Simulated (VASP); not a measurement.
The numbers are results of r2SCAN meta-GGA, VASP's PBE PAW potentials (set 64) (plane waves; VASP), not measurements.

Input for VASP

**INCAR**
```
SYSTEM=GaP
PREC=Accurate; ENCUT=480; LREAL=.FALSE.
LASPH=.TRUE.
EDIFF=1E-7; NELM=100; ALGO=Normal
LMAXMIX=4; LMIXTAU=.TRUE.
ISMEAR=0; SIGMA=0.05
METAGGA=R2SCAN
ISIF=2
LWAVE=.FALSE.; LCHARG=.FALSE.
```

**KPOINTS**
```
K-points
0
G
  8 8 8
```

File POSCAR:
```
GaP
1
    0.0000000000     2.7089396319     2.7089396319
    2.7089396319     0.0000000000     2.7089396319
    2.7089396319     2.7089396319     0.0000000000
Ga P
1 1
Direct
  0.0000000000   0.0000000000   0.0000000000
  0.2500000000   0.2500000000   0.2500000000
```

POTCAR, in this order: Ga_d P (PBE.64 set). Program: vasp_std.

Output of the run:

**OSZICAR**
```
       N       E                     dE             d eps       ncg     rms          rms(c)
DAV:   1     0.636826797305E+02    0.63683E+02   -0.94350E+03   770   0.194E+03
DAV:   2    -0.178708460229E+02   -0.81554E+02   -0.78253E+02   824   0.322E+02
DAV:   3    -0.236365164578E+02   -0.57657E+01   -0.56907E+01   974   0.733E+01
DAV:   4    -0.237306918119E+02   -0.94175E-01   -0.94136E-01   879   0.103E+01
DAV:   5    -0.237330931511E+02   -0.24013E-02   -0.24012E-02   958   0.134E+00    0.494E+00
DAV:   6    -0.214166830806E+02    0.23164E+01   -0.68531E-01   943   0.192E+01    0.323E+00
DAV:   7    -0.215949477961E+02   -0.17826E+00   -0.46700E-01   904   0.788E+00    0.156E+00
DAV:   8    -0.214374122101E+02    0.15754E+00   -0.11478E-01   794   0.470E+00    0.108E+00
DAV:   9    -0.214461115529E+02   -0.86993E-02   -0.19060E-01   764   0.476E+00    0.284E-01
DAV:  10    -0.214512491576E+02   -0.51376E-02   -0.15784E-01   754   0.421E+00    0.121E-01
DAV:  11    -0.214585042137E+02   -0.72551E-02   -0.71116E-03   899   0.738E-01    0.508E-02
DAV:  12    -0.214577315384E+02    0.77268E-03   -0.61364E-04   869   0.236E-01    0.667E-02
DAV:  13    -0.214588304300E+02   -0.10989E-02   -0.84266E-04   774   0.347E-01    0.250E-02
DAV:  14    -0.214588545243E+02   -0.24094E-04   -0.28784E-05   954   0.536E-02    0.296E-02
DAV:  15    -0.214588516614E+02    0.28629E-05   -0.90604E-06   799   0.396E-02    0.271E-02
DAV:  16    -0.214588643540E+02   -0.12693E-04   -0.69172E-06   774   0.368E-02    0.477E-03
DAV:  17    -0.214588647577E+02   -0.40366E-06   -0.12196E-06   844   0.120E-02    0.293E-03
DAV:  18    -0.214588638258E+02    0.93192E-06   -0.47926E-07   799   0.925E-03    0.134E-03
DAV:  19    -0.214588639723E+02   -0.14654E-06   -0.16577E-07   610   0.569E-03    0.107E-03
DAV:  20    -0.214588640023E+02   -0.29990E-07   -0.40062E-08   397   0.296E-03
   1 F= -.21458864E+02 E0= -.21458864E+02  d E =-.240558E-12
```

### OUTCAR
```
------------------------ aborting loop because EDIFF is reached ----------------------------------------
  FORCE on cell =-STRESS in cart. coord.  units (eV):
  Direction    XX          YY          ZZ          XY          YZ          ZX
  --------------------------------------------------------------------------------------
  Total        0.4009123      0.4009123      0.4009123      0.0000000      0.0000000     -0.0000000
  in kB       16.1559328     16.1559328     16.1559328      0.0000000      0.0000000     -0.0000000
  external PRESSURE =      16.1559328 kB  Pullay stress =       0.0000000 kB
  volume of cell :       39.76
      direct lattice vectors                 reciprocal lattice vectors
     0.000000000  2.708939632  2.708939632    -0.184574065  0.184574065  0.184574065
     2.708939632  0.000000000  2.708939632     0.184574065 -0.184574065  0.184574065
     2.708939632  2.708939632  0.000000000     0.184574065  0.184574065 -0.184574065
  FREE ENERGIE OF THE ION-ELECTRON SYSTEM (eV)
  ---------------------------------------------------
  free  energy   TOTEN  =       -21.4588640023 eV

  energy  without entropy=      -21.4588640023  energy(sigma->0) =      -21.45886400
```
(Selected blocks of OUTCAR.)

The compound is GaP in the zinc blende structure. This cell was strained or had an atom moved on purpose.
